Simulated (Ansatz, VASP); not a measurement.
## CdSb2O2: VASP beside Ansatz

The input INCAR:

```
PREC = Accurate
ENCUT = 520
EDIFF = 1E-6
ISMEAR = 0
SIGMA = 0.1
LREAL = F
LASPH = T
NELM = 60
ALGO = Normal
ISIF = 2
LWAVE = F
LCHARG = F
GGA = PE
NBANDS = 25
```

The input KPOINTS:

```
regular mesh
0
Gamma
  6 6 4
```

POSCAR

```
CdSb2O2
1.0
    4.4830742400      0.0000000000      0.0000000000
   -2.2415371200      3.8824561800      0.0000000000
    0.0000000000      0.0000000000      7.3196247500
Cd Sb O
1 2 2
Direct
    0.0000000000      0.0000000000      0.0000000000
    0.6666666700      0.3333333300      0.2489787000
    0.3333333300      0.6666666700      0.7510213000
    0.6666666700      0.3333333300      0.6304727800
    0.3333333300      0.6666666700      0.3695272200
```

Input for Ansatz:

```yaml
crystal:
  lattice:
    - [4.48307424, 0.0, 0.0]
    - [-2.24153712, 3.88245618, 0.0]
    - [0.0, 0.0, 7.31962475]
  atoms:
    - { symbol: Cd, position: [0.0, 0.0, 0.0] }
    - { symbol: Sb, position: [0.66666667, 0.33333333, 0.2489787] }
    - { symbol: Sb, position: [0.33333333, 0.66666667, 0.7510213] }
    - { symbol: O, position: [0.66666667, 0.33333333, 0.63047278] }
    - { symbol: O, position: [0.33333333, 0.66666667, 0.36952722] }
basis:
  ecutwfc: 420
kpoints:
  mp_grid: { grid: [6, 6, 4] }
hamiltonian:
  xc: pbe
scf:
  occupations: { method: gaussian, width: 0.1 }
  lower_state_search: "off"
output:
  forces: true
  stress: true
  eigenvalues: true
```

Change from the starting cell: species swapped into the EuMg2Bi2 type (P-3m1, No. 164).

Alike in both runs: task single point; functional PBE; k mesh 6 × 6 × 4; occupations gaussian, width 0.1 eV; no spin polarisation.

|  | VASP | Ansatz |
| --- | --- | --- |
| version | VASP 6.6.1 | Ansatz 0.2.0 |
| potentials or method | VASP PAW PBE potentials, release 64 (Cd, Sb, O) | scalar-relativistic, plane waves, PAW |
| plane-wave cutoff (eV) | 520 | 420 |
| valence electrons in the cell | 34 | 62 |

```tsv
	VASP	Ansatz	Ansatz less VASP
gap on the k mesh at the Fermi level (eV)	none	none	-
pressure (GPa)	-12.2	-12.1	+0.10
largest component of the traceless stress (GPa)	0.72	0.72	0.000
rms of the force components (eV/Å)	0.914	0.907	-0.0068
```

Atom by atom the forces differ by 0.007 eV/Å (rms over components). A gap of «none» marks a metal or a gap that the smearing closes. The two sets of potentials don't hold the same shells in valence.

Caveats: forces of over 1 eV/Å show positions far from the minimum, so gaps and moduli don't describe the material at rest. Spin-orbit coupling is left out, which matters for the levels of Sb.
